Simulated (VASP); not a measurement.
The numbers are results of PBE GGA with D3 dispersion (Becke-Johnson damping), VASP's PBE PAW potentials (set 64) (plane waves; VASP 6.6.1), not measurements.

Input for VASP

POSCAR:
```
KI
1
   -0.0000000000     3.5073632532     3.5073632532
    3.5073632532    -0.0000000000     3.5073632532
    3.5073632532     3.5073632532     0.0000000000
K I
1 1
Direct
  0.0000000000   0.0000000000   0.0000000000
  0.5000000000   0.5000000000   0.5000000000
```

KPOINTS:
```
Automatic mesh
0
Gamma
6 6 6
0 0 0
```

### INCAR
```
ALGO = Normal
EDIFF = 1E-6
EDIFFG = -0.01
ENCUT = 520
GGA = PE
IBRION = 2
ISIF = 3
ISMEAR = 0
IVDW = 12
LASPH = T
LCHARG = F
LMAXMIX = 4
LREAL = F
LWAVE = F
NELM = 100
NSW = 60
PREC = Accurate
SIGMA = 0.05
SYSTEM = KI
```

POTCAR, in this order: K_sv I (PBE.64 set). Program: vasp_std.

What VASP printed:

OSZICAR:
```
       N       E                     dE             d eps       ncg     rms          rms(c)
DAV:   1     0.936284834055E+02    0.93628E+02   -0.66422E+03   384   0.113E+03
DAV:   2     0.954632211597E-01   -0.93533E+02   -0.86985E+02   476   0.251E+02
DAV:   3    -0.538263871907E+01   -0.54781E+01   -0.54552E+01   500   0.558E+01
DAV:   4    -0.562356960130E+01   -0.24093E+00   -0.24072E+00   700   0.111E+01
DAV:   5    -0.562454501259E+01   -0.97541E-03   -0.97540E-03   496   0.750E-01    0.319E+00
DAV:   6    -0.554506100785E+01    0.79484E-01   -0.11674E-01   468   0.221E+00    0.229E+00
DAV:   7    -0.554165368453E+01    0.34073E-02   -0.13249E-01   476   0.212E+00    0.807E-01
DAV:   8    -0.554660564705E+01   -0.49520E-02   -0.14948E-02   504   0.921E-01    0.112E-01
DAV:   9    -0.554699548884E+01   -0.38984E-03   -0.81215E-04   492   0.193E-01    0.670E-02
DAV:  10    -0.554723146582E+01   -0.23598E-03   -0.23914E-04   456   0.108E-01    0.240E-02
DAV:  11    -0.554724872563E+01   -0.17260E-04   -0.35377E-05   476   0.373E-02    0.113E-02
DAV:  12    -0.554724986349E+01   -0.11379E-05   -0.51254E-06   452   0.187E-02    0.122E-02
DAV:  13    -0.554725027379E+01   -0.41030E-06   -0.10465E-06   364   0.715E-03
   1 F= -.60118687E+01 E0= -.60118687E+01  d E =-.601187E+01
```

OUTCAR:
```
------------------------ aborting loop because EDIFF is reached ----------------------------------------
 Edisp (eV)   -0.46462
  FORCE on cell =-STRESS in cart. coord.  units (eV):
  Direction    XX          YY          ZZ          XY          YZ          ZX
  --------------------------------------------------------------------------------------
  Total      -0.01191    -0.01191    -0.01191    -0.00000     0.00000     0.00000
  in kB      -0.22113    -0.22113    -0.22113    -0.00000     0.00000     0.00000
  external pressure =       -0.22 kB  Pullay stress =        0.00 kB
  volume of cell :       86.29
      direct lattice vectors                 reciprocal lattice vectors
     0.000000000  3.507363253  3.507363253    -0.142557233  0.142557233  0.142557233
     3.507363253  0.000000000  3.507363253     0.142557233 -0.142557233  0.142557233
     3.507363253  3.507363253  0.000000000     0.142557233  0.142557233 -0.142557233
  FREE ENERGIE OF THE ION-ELECTRON SYSTEM (eV)
  ---------------------------------------------------
  free  energy   TOTEN  =        -6.0118687343 eV

  energy  without entropy=       -6.0118687343  energy(sigma->0) =       -6.01186873

 reached required accuracy - stopping structural energy minimisation
```
(Selected blocks of OUTCAR.)

The compound is KI in the rock salt structure. It was relaxed first. The start is the result of an earlier pass.
